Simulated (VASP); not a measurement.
Computed with PBE GGA with D4 dispersion, VASP's PBE PAW potentials (set 64) (plane waves; VASP).

VASP input:

### POSCAR
```
TiC
3.0145330
  0.0000000000   0.7071067268   0.7071067268
  0.7071067268   0.0000000000   0.7071067268
  0.7071067268   0.7071067268   0.0000000000
Ti C
1 1
Cartesian
  0.0000000000   0.0000000000   0.0000000000
  0.7071067268   0.7071067268   0.7071067268
```

**INCAR**
```
SYSTEM  =  TiC
PREC  =  Accurate; ENCUT  =  520; LREAL  =  .FALSE.
LASPH  =  .TRUE.
EDIFF  =  1E-7; NELM  =  100; ALGO  =  Normal
LMAXMIX  =  4
ISMEAR  =  1; SIGMA  =  0.1
GGA  =  PE; IVDW  =  13
ISIF  =  2
LWAVE  =  .FALSE.; LCHARG  =  .FALSE.
```

### KPOINTS
```
K-points
0
gamma
  15 15 15
```

POTCAR, in this order: Ti_sv C (PBE.64 set). Program: vasp_std.

Output

**OSZICAR**
```
       N       E                     dE             d eps       ncg     rms          rms(c)
DAV:   1     0.119470471353E+03    0.11947E+03   -0.84976E+03  2880   0.161E+03
DAV:   2    -0.142672204218E+02   -0.13374E+03   -0.12764E+03  2980   0.387E+02
DAV:   3    -0.237158915127E+02   -0.94487E+01   -0.90989E+01  3816   0.972E+01
DAV:   4    -0.241332575294E+02   -0.41737E+00   -0.41660E+00  3668   0.194E+01
DAV:   5    -0.241496241112E+02   -0.16367E-01   -0.16365E-01  3944   0.331E+00    0.198E+01
DAV:   6    -0.191993514169E+02    0.49503E+01   -0.30107E+01  3376   0.708E+01    0.684E+00
DAV:   7    -0.186884181572E+02    0.51093E+00   -0.40637E+00  3272   0.269E+01    0.531E+00
DAV:   8    -0.186624699885E+02    0.25948E-01   -0.16277E-01  3068   0.574E+00    0.259E+00
DAV:   9    -0.186717385209E+02   -0.92685E-02   -0.85894E-02  3360   0.343E+00    0.832E-01
DAV:  10    -0.186687355359E+02    0.30030E-02   -0.14675E-02  3816   0.182E+00    0.456E-01
DAV:  11    -0.186680998490E+02    0.63569E-03   -0.39525E-03  3240   0.947E-01    0.905E-02
DAV:  12    -0.186680458116E+02    0.54037E-04   -0.38742E-04  3120   0.327E-01    0.255E-02
DAV:  13    -0.186680331389E+02    0.12673E-04   -0.32191E-05  4216   0.872E-02    0.600E-03
DAV:  14    -0.186680327718E+02    0.36701E-06   -0.10301E-06  3324   0.115E-02    0.165E-03
DAV:  15    -0.186680326370E+02    0.13487E-06   -0.33231E-07  3000   0.398E-03    0.639E-04
DAV:  16    -0.186680326351E+02    0.18888E-08   -0.10198E-08  1544   0.101E-03
   1 F= -.19250933E+02 E0= -.19250857E+02  d E =-.227616E-03
```

**OUTCAR**
```
------------------------ aborting loop because EDIFF is reached ----------------------------------------
  Edisp (eV):   -0.58290
  FORCE on cell =-STRESS in cart. coord.  units (eV):
  Direction    XX          YY          ZZ          XY          YZ          ZX
  --------------------------------------------------------------------------------------
  Total       0.99946     0.99946     0.99946    -0.00000    -0.00000     0.00000
  in kB      82.66705    82.66705    82.66705    -0.00000    -0.00000     0.00000
  external pressure =       82.67 kB  Pullay stress =        0.00 kB
  volume of cell :       19.37
      direct lattice vectors                 reciprocal lattice vectors
     0.000000000  2.131596563  2.131596563    -0.234565963  0.234565963  0.234565963
     2.131596563  0.000000000  2.131596563     0.234565963 -0.234565963  0.234565963
     2.131596563  2.131596563  0.000000000     0.234565963  0.234565963 -0.234565963
 POSITION                                       TOTAL-FORCE (eV/Angst)
 -----------------------------------------------------------------------------------
      0.00000      0.00000      0.00000        -0.000000     -0.000000     -0.000000
      2.13160      2.13160      2.13160         0.000000      0.000000      0.000000
 -----------------------------------------------------------------------------------
    total drift:                                0.000000     -0.000000     -0.000000
  FREE ENERGIE OF THE ION-ELECTRON SYSTEM (eV)
  ---------------------------------------------------
  free  energy   TOTEN  =       -19.2509326903 eV

  energy  without entropy=      -19.2507050743  energy(sigma->0) =      -19.25085682
```
(Selected blocks of OUTCAR.)

The compound is TiC in the rock salt structure. This cell is one point of a volume scan, at 0.97 of the reference volume.
